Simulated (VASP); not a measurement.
# Na2Al2O (Cmmm) in VASP: single point with PBE

Aim: the single point of Na2Al2O with PBE.

Everything below comes from runs of VASP 6.6.1. Logs are shortened: lines on timing, memory, paths and dates and some standing lists are left out, and cuts for length are marked.

## Step 1: The cell of the first run

It takes space group Cmmm (No. 65, orthorhombic). The conventional cell has a = 5.248 Å, b = 5.601 Å, c = 6.296 Å, α = 90.00°, β = 90.00°, γ = 90.00°. Around Na (site symmetry 2/m) lie 2 O at 1.92 Å. Al (site symmetry mm2) is surrounded by 1 Al at 2.17 Å. O (site symmetry mmm) is surrounded by 4 Na at 1.92 Å.

The cell was built by a generator and needn't be a form met in nature.

## Step 2: Single point, PBE, collinear spin, typed start (random cell by space group and Wyckoff sites (Cmmm, No. 65))

The input, INCAR:

```
  ALGO = Normal
  EDIFF = 1E-7
  ENCUT = 520
  GGA = PE
  ISIF = 2
  ISMEAR = 0
  ISPIN = 2
  LASPH = True
  LCHARG = False
  LORBIT = 11
  LREAL = False
  LWAVE = False
  MAGMOM = 0 0 0 0 1
  NBANDS = 25
  NELM = 150
  PREC = Accurate
  SIGMA = 0.1
```

The input, KPOINTS:

```
k-points
0
Gamma
  4 4 4
```

The input, POSCAR:

```
Na2Al2O
1.0
    2.6240004600     -2.8005103900      0.0000000000
    2.6240004600      2.8005103900      0.0000000000
    0.0000000000      0.0000000000      6.2962309700
Na Al O
2 2 1
Direct
    0.0000000000      0.5000000000      0.5000000000
    0.5000000000      0.0000000000      0.5000000000
    0.5000000000      0.5000000000      0.1726017400
    0.5000000000      0.5000000000      0.8273982600
    0.0000000000      0.0000000000      0.5000000000
```

Potentials or basis: VASP PAW PBE potentials, release 64 (Na_pv, Al, O).

Run with:

```bash
cat potpaw_PBE.64/Na_pv/POTCAR potpaw_PBE.64/Al/POTCAR potpaw_PBE.64/O/POTCAR > POTCAR
mpirun -np 1 vasp_std > vasp.out
```

OUTCAR:

```text
EDIFF = 1E-7
   ENCUT = 520
   GGA = PE
   ISIF = 2
   ISMEAR = 0
   ISPIN = 2
   LASPH = True
   LORBIT = 11
   LREAL = False
   NELM = 150
   PREC = Accurate

 ion  position               nearest neighbor table
   1  0.000  0.500  0.500-   5 1.92   5 1.92   2 2.62   2 2.62   4 2.82   3 2.82   4 2.82   3 2.82

   2  0.500  0.000  0.500-   5 1.92   5 1.92   1 2.62   1 2.62   3 2.82   4 2.82   4 2.82   3 2.82

   3  0.500  0.500  0.173-   4 2.17   2 2.82   1 2.82   2 2.82   1 2.82
   4  0.500  0.500  0.827-   3 2.17   2 2.82   1 2.82   2 2.82   1 2.82
   5  0.000  0.000  0.500-   1 1.92   2 1.92   1 1.92   2 1.92

  LATTYP: Found a base centered orthorhombic cell.
 ALAT       =     5.2480009200
 B/A-ratio  =     1.0672674920
 C/A-ratio  =     1.1997389227

  Lattice vectors:

 A1 = (   2.6240004600,  -2.8005103900,   0.0000000000)
 A2 = (   2.6240004600,   2.8005103900,   0.0000000000)
 A3 = (   0.0000000000,   0.0000000000,   6.2962309700)

Analysis of symmetry for initial positions (statically):
=====================================================================
 Subroutine PRICEL returns:
 Original cell was already a primitive cell.

 Routine SETGRP: Setting up the symmetry group for a
 base centered orthorhombic supercell.

 Subroutine GETGRP returns: Found  8 space group operations
 (whereof  8 operations were pure point group operations)
 out of a pool of  8 trial point group operations.

The static configuration has the point symmetry D_2h.

Analysis of symmetry for dynamics (positions and initial velocities):
=====================================================================
 Subroutine PRICEL returns:
 Original cell was already a primitive cell.

 Routine SETGRP: Setting up the symmetry group for a
 base centered orthorhombic supercell.

 Subroutine GETGRP returns: Found  8 space group operations
 (whereof  8 operations were pure point group operations)
 out of a pool of  8 trial point group operations.

The dynamic configuration has the point symmetry D_2h.

Analysis of structural, dynamic, and magnetic symmetry:
=====================================================================
 Subroutine PRICEL returns:
 Original cell was already a primitive cell.

 Routine SETGRP: Setting up the symmetry group for a
 base centered orthorhombic supercell.

 Subroutine GETGRP returns: Found  8 space group operations
 (whereof  8 operations were pure point group operations)
 out of a pool of  8 trial point group operations.

The overall configuration has the point symmetry D_2h.

 Subroutine INISYM returns: Found  8 space group operations
 (whereof  8 operations are pure point group operations),
 and found     1 'primitive' translations

----------------------------------------------------------------------------------------

                                     Primitive cell

  volume of cell :      92.5362

  direct lattice vectors                    reciprocal lattice vectors
     2.624000460 -2.800510390  0.000000000     0.190548747 -0.178538884  0.000000000
     2.624000460  2.800510390  0.000000000     0.190548747  0.178538884  0.000000000
     0.000000000  0.000000000  6.296230970     0.000000000  0.000000000  0.158825177

  length of vectors
     3.837738508  3.837738508  6.296230970     0.261122496  0.261122496  0.158825177

  position of ions in fractional coordinates (direct lattice)
     0.000000000  0.500000000  0.500000000
     0.500000000  0.000000000  0.500000000
     0.500000000  0.500000000  0.172601740
     0.500000000  0.500000000  0.827398260
     0.000000000  0.000000000  0.500000000

  ion indices of the primitive-cell ions
   primitive index   ion index
                 1           1
                 2           2
                 3           3
                 4           4
                 5           5

----------------------------------------------------------------------------------------

 KPOINTS: k-points

[... 24 lines left out ...]
  0.000000  0.000000  0.000000      1.000000
  0.250000  0.000000  0.000000      4.000000
  0.500000  0.000000  0.000000      2.000000
  0.250000  0.250000  0.000000      2.000000
  0.500000  0.250000  0.000000      4.000000
 -0.250000  0.250000  0.000000      2.000000
[... 13 lines left out ...]
 -0.250000  0.250000  0.500000      2.000000
  0.500000  0.500000  0.500000      1.000000
   k-points           NKPTS =     21   k-points in BZ     NKDIM =     21   number of bands    NBANDS=     25
   number of dos      NEDOS =    301   number of ions     NIONS =      5
   total plane-waves  NPLWV =  43200
   dimension x,y,z NGX =    30 NGY =   30 NGZ =   48
   dimension x,y,z NGXF=    60 NGYF=   60 NGZF=   96
   ions per type =               2   2   1
   NGX,Y,Z   is equivalent  to a cutoff of  13.00, 13.00, 12.67 a.u.
   NGXF,Y,Z  is equivalent  to a cutoff of  25.99, 25.99, 25.35 a.u.
 SYSTEM =  unknown system
   PREC   = accura    normal or accurate (medium, high low for compatibility)
   ISTART =      0    job   : 0-new  1-cont  2-samecut
   ICHARG =      2    charge: 1-file 2-atom 10-const
   ISPIN  =      2    spin polarized calculation?
   LNONCOLLINEAR =      F non collinear calculations
   LSORBIT =      F    spin-orbit coupling
   LASPH  =      T    aspherical Exc in radial PAW
   ENCUT  =  520.0 eV  38.22 Ry    6.18 a.u.   7.14  7.14 11.71*2*pi/ulx,y,z
   NELM   =    150;   NELMIN=  2; NELMDL= -5     # of ELM steps
   EDIFF  = 0.1E-06   stopping-criterion for ELM
   LREAL  =      F    real-space projection
   EDIFFG = 0.1E-05   stopping-criterion for IOM
   NSW    =      0    number of steps for IOM
   IBRION =     -1    ionic relax: 0-MD 1-quasi-New 2-CG
   NFREE  =      0    steps in history (QN), initial steepest desc. (CG)
   ISIF   =      2    stress and relaxation
   ISYM   =      2    0-nonsym 1-usesym 2-fastsym
   POTIM  = 0.5000    time-step for ionic-motion
   TEBEG  =    0.0;   TEEND  =   0.0 temperature during run
   PSTRESS=    0.0 pullay stress
   NELECT =      26.0000    total number of electrons
   NUPDOWN=      -1.0000    fix difference up-down
   EMIN   =  10.00;   EMAX   =-10.00  energy-range for DOS
   EFERMI =   0.00;   METHOD = LEGACY
   ISMEAR =     0;   SIGMA  =   0.10  broadening in eV -4-tet -1-fermi 0-gaus
   EFERMI_NEDOS =   21; number of points for ismear=-14 and -15
   IALGO  =     38    algorithm
   IMIX   =      4    mixing-type and parameters
     AMIX     =   0.40;   BMIX     =  1.00
     AMIX_MAG =   1.60;   BMIX_MAG =  1.00
  volume/ion in A,a.u.               =      18.51       124.89
  Fermi-wavevector in a.u.,A,eV,Ry     =   1.072248  2.026255 15.642842  1.149716
  Thomas-Fermi vector in A             =   2.208013
   LORBIT       =     11    0 simple, 1 ext, 2 COOP (PROOUT), +10 PAW based schemes
   GGA     = PE    functional components
   LHFCALC =     F    Hartree Fock is set to
   AEXX    =    0.0000 exact exchange contribution
   IVDW    =     0    specifies the selected vdW correction
   LEPSILON=     F    determine dielectric tensor
   LRPA    =     F    only Hartree local field effects (RPA)
 spin polarized calculation
 Gauss-broadening in eV      SIGMA  =   0.10
  energy-cutoff  :      520.00
  volume of cell :       92.54
 maximum number of plane-waves:      2504
 NGX is ok and might be reduce to    30
   NGX = 15   NGY = 15   NGZ = 23

 number of electron      26.0000021 magnetization       0.0250255

 number of electron      26.0000022 magnetization      -0.4024204

 Free energy of the ion-electron system (eV)
  ---------------------------------------------------
  ext. energy  EPLUGINS =         0.00000000
  ---------------------------------------------------
  free energy    TOTEN  =       -11.28134427 eV

  energy without entropy =      -11.26673052  energy(sigma->0) =      -11.27403739

 E-fermi :   2.9877     XC(G=0):  -8.7163

 val. band max:        2.9789554150   @ k =   0.2500   0.2500   0.5000
 cond. band min:       2.9919323839   @ k =  -0.2500   0.2500   0.5000
 fundamental gap:      0.0129769688
 Fermi energy:         2.9876884061

 spin component 1

 k-point     1 :       0.0000    0.0000    0.0000
  band No.  band energies     occupation
      1     -19.7672      1.00000
      2     -19.6217      1.00000
      3     -19.5974      1.00000
      4     -19.4699      1.00000
      5     -19.3108      1.00000
      6     -19.2334      1.00000
[... 577 lines left out ...]
     24      14.3424      0.00000
     25      16.2508      0.00000
 Fermi energy:         2.9876884061

 spin component 2

 k-point     1 :       0.0000    0.0000    0.0000
  band No.  band energies     occupation
      1     -19.7693      1.00000
      2     -19.6233      1.00000
      3     -19.5991      1.00000
      4     -19.4714      1.00000
      5     -19.3125      1.00000
      6     -19.2353      1.00000
[... 577 lines left out ...]
     24      14.2458      0.00000
     25      16.0918      0.00000

------------------------ aborting loop because EDIFF is reached ----------------------------------------

  FORCE on cell =-STRESS in cart. coord.  units (eV):
  Direction    XX          YY          ZZ          XY          YZ          ZX
  --------------------------------------------------------------------------------------
  -------------------------------------------------------------------------------------
  Total       11.7947571     13.0506650     14.4618683      0.0000000      0.0000000      0.0000000
  in kB      204.2150951    225.9599565    250.3936108      0.0000000      0.0000000      0.0000000
  external PRESSURE =     226.8562208 kB  Pullay stress =       0.0000000 kB

 VOLUME and BASIS-vectors are now :
 -----------------------------------------------------------------------------
  energy-cutoff  :      520.00
  volume of cell :       92.54
      direct lattice vectors                 reciprocal lattice vectors
     2.624000460 -2.800510390  0.000000000     0.190548747 -0.178538884  0.000000000
     2.624000460  2.800510390  0.000000000     0.190548747  0.178538884  0.000000000
     0.000000000  0.000000000  6.296230970     0.000000000  0.000000000  0.158825177

 POSITION                                       TOTAL-FORCE (eV/Angst)
 -----------------------------------------------------------------------------------
      1.31200      1.40026      3.14812         0.000000      0.000000      0.000000
      1.31200     -1.40026      3.14812         0.000000      0.000000      0.000000
      2.62400      0.00000      1.08674         0.000000      0.000000      2.525481
      2.62400      0.00000      5.20949        -0.000000      0.000000     -2.525481
      0.00000      0.00000      3.14812         0.000000      0.000000      0.000000
 -----------------------------------------------------------------------------------
    total drift:                                0.000000      0.000000      0.000000

  FREE ENERGIE OF THE ION-ELECTRON SYSTEM (eV)
  ---------------------------------------------------
  free  energy   TOTEN  =       -11.2813442696 eV

  energy  without entropy=      -11.2667305169  energy(sigma->0) =      -11.27403739

 total charge

# of ion       s       p       d       tot
------------------------------------------
    1        0.154   6.095   0.000   6.249
    2        0.154   6.095   0.000   6.249
    3        0.576   0.277   0.000   0.853
    4        0.576   0.277   0.000   0.853
    5        1.588   3.438   0.000   5.025
--------------------------------------------------
tot          3.048  16.181   0.000  19.230

 magnetization (x)

# of ion       s       p       d       tot
------------------------------------------
    1        0.001  -0.001   0.000  -0.001
    2        0.001  -0.001   0.000  -0.001
    3       -0.003  -0.027   0.000  -0.030
    4       -0.003  -0.027   0.000  -0.030
    5       -0.001  -0.041   0.000  -0.041
--------------------------------------------------
tot         -0.006  -0.097   0.000  -0.103
```

Run time: 55 s. Hardware: 1 thread of Intel Xeon 6975P-C (Granite Rapids), shared host; peak memory 0.26 GiB.

What came out:

```yaml
Free_energy: -11.2813 eV
Pressure: 22.7 GPa
Largest_force: 2.525 eV/Å
Band_gap_on_the_k_mesh: none (metal or under the smearing width)
Net_moment: -0.40 μB per cell
Site_moments: Na -0.00; Al -0.03; O -0.04 μB
Valence_electrons_inside_the_program's_atomic_spheres: Na 6.25; Al 0.85; O 5.03
```

Forces on the atoms (eV/Å):
```
Na   0.000  0.000  0.000
Na   0.000  0.000  0.000
Al   0.000  0.000  2.525
Al   0.000  0.000 -2.525
O    0.000  0.000  0.000
```

Caveat: the k mesh is coarse (spacing up to 0.41 Å⁻¹), so the values aren't converged; so large a pressure means that the cell lies far from this level's equilibrium, or that cutoff or potentials fall short; forces of over 1 eV/Å show positions far from the minimum, so gaps and moduli don't describe the material at rest.
